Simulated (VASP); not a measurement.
An input for Ansatz (written as the equivalent of a VASP run, and not itself run):

Ansatz 0.2 input:
```yaml
crystal:
  lattice:
    - [1.5785037, -2.7340485, 0.0000000]
    - [1.5785037, 2.7340485, 0.0000000]
    - [0.0000000, 0.0000000, 4.9915691]
  atoms:
    - { symbol: Hf, position: [0.3333330, 0.6666670, 0.2500000] }
    - { symbol: Hf, position: [0.6666670, 0.3333330, 0.7500000] }
kpoints:
  mp_grid: { grid: [12, 12, 8] }
hamiltonian:
  xc: pbesol
  pseudopotentials: { kind: paw }
scf:
  occupations: { method: methfessel_paxton, width: 0.1 }
  max_iter: 100
output: { forces: true, stress: true, eigenvalues: true }
```

Write the VASP files for the same calculation (PBEsol).

This is not unique; one that fits is 
KPOINTS:
```
Automatic mesh
0
Gamma
12 12 8
0 0 0
```

**INCAR**
```
# general
SYSTEM =Hf
PREC   =Accurate
ENCUT  =480
LREAL  =.FALSE.
LASPH  =.TRUE.

# electronic loop
EDIFF  =1E-7
NELM   =100
ALGO   =Normal
LMAXMIX=6

# smearing
ISMEAR =1
SIGMA  =0.1

# functional
GGA    =PS

# ions
ISIF   =2

# output
LWAVE  =.FALSE.
LCHARG =.FALSE.
```

POSCAR:
```
Hf
1
    1.5785036758    -2.7340485295     0.0000000000
    1.5785036758     2.7340485295    -0.0000000000
    0.0000000000     0.0000000000     4.9915691221
Hf
2
Direct
  0.3333330000   0.6666670000   0.2500000000
  0.6666670000   0.3333330000   0.7500000000
```

POTCAR, in this order: Hf_pv (PBE.64 set). Program: vasp_std.

Limits of the translation: each code has its own PAW files, so the cut-off isn't converted (ENCUT is set for VASP's; basis.ecutwfc is left out, and Ansatz then takes the one that its files recommend); Ansatz stops its SCF on the density residual and VASP on the energy change (EDIFF).

The compound is Hf in the hcp structure. It was relaxed first.
